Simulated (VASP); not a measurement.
A convergence study with VASP on Ga (alpha): one setting is varied, all else stays as given below, so the limit is that of these other settings.

```
Ga
1.0
    2.26000    -3.83000     0.00000
    2.26000     3.83000     0.00000
    0.00000     0.00000     4.53000
Ga
4
Direct
  0.15490   0.84510   0.91900
  0.34510   0.65490   0.41900
  0.65490   0.34510   0.58100
  0.84510   0.15490   0.08100
```

Level of theory: PBE GGA, VASP's PBE PAW potentials (set 64) (plane waves; VASP). The tightest run used: 550 eV cut-off, 12×12×11 Monkhorst-Pack mesh, first-order Methfessel-Paxton smearing of 0.10 eV, potentials Ga_d.

Problem. The settings run are 1×1×1 mesh; 2×2×2 mesh; 3×3×3 mesh; 4×4×4 mesh; 5×5×4 mesh; 6×6×5 mesh; 7×7×6 mesh; 8×8×7 mesh; 9×9×8 mesh; 10×10×9 mesh; 11×11×10 mesh; 12×12×11 mesh. From which on does the stress (every component) stay within 0.5 GPa of the tightest run?

Solution. From 7×7×6 mesh on: it is off by 0.30 there and by no more than 0.5 in any finer run, while 6×6×5 mesh is off by 0.62.
```csv
setting,E (eV/atom),pressure (GPa),largest force (eV/Å),irreducible k-points,difference judged (GPa)
1×1×1 mesh,-0.7890,24.27,1.129,1,35.52
2×2×2 mesh,-2.9435,0.30,0.363,2,10.02
3×3×3 mesh,-2.9084,2.31,0.206,8,2.91
4×4×4 mesh,-2.9089,1.85,0.156,12,1.87
5×5×4 mesh,-2.8813,1.69,0.095,18,0.65
6×6×5 mesh,-2.9089,1.80,0.157,36,0.62
7×7×6 mesh,-2.9029,1.94,0.100,48,0.30
8×8×7 mesh,-2.9003,2.03,0.089,80,0.23
9×9×8 mesh,-2.9017,2.00,0.100,100,0.22
10×10×9 mesh,-2.9013,2.01,0.135,150,0.07
11×11×10 mesh,-2.9021,1.98,0.131,180,0.10
12×12×11 mesh,-2.9032,1.96,0.140,252,0.00
```

Left out are rungs that failed or repeat a setting and relaxations that didn't move; long series are thinned to 24 rows.

The compound is Ga in the alpha structure. The cell was not relaxed at this level, forces remain on its atoms.
